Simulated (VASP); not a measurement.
Here is the system:

```xyz
4
Lattice="4.2855 2.1392 2.1392 2.1392 4.2855 2.1392 2.1392 2.1392 4.2855" Properties=species:S:1:pos:R:3 pbc="T T T"
Ni     0.0000     0.0000     0.0000
Ni     4.2820     4.2820     4.2820
O      2.1410     2.1410     2.1410
O      6.4230     6.4230     6.4230
```
Starting moments (μB, in the order of the record's atoms Ni Ni O O): 1.4 -1.4 0.0 0.0.

Calculation: vdW-DF2, VASP's PBE PAW potentials (set 64) (plane waves; VASP). Run with 520 eV cut-off, 8×8×8 Γ-centred mesh, Gaussian smearing of 0.050 eV, potentials Ni O.

What does the run give for the cell moment, energy per atom (σ→0)?

```
Item                           Result
---------------------  --------------
cell moment                   0.00 μB
energy per atom (σ→0)  -3.547 eV/atom
```

Give the moment on each site (PAW-sphere projection).

| site | moment (μB) |
|---|---|
| Ni1 | 1.38 |
| Ni2 | -1.38 |
| O3 | 0.00 |
| O4 | 0.00 |

The compound is NiO in the rock salt, AFM-II order structure. It was relaxed first, which changed the volume by +8 %. The start is the result of an earlier pass.
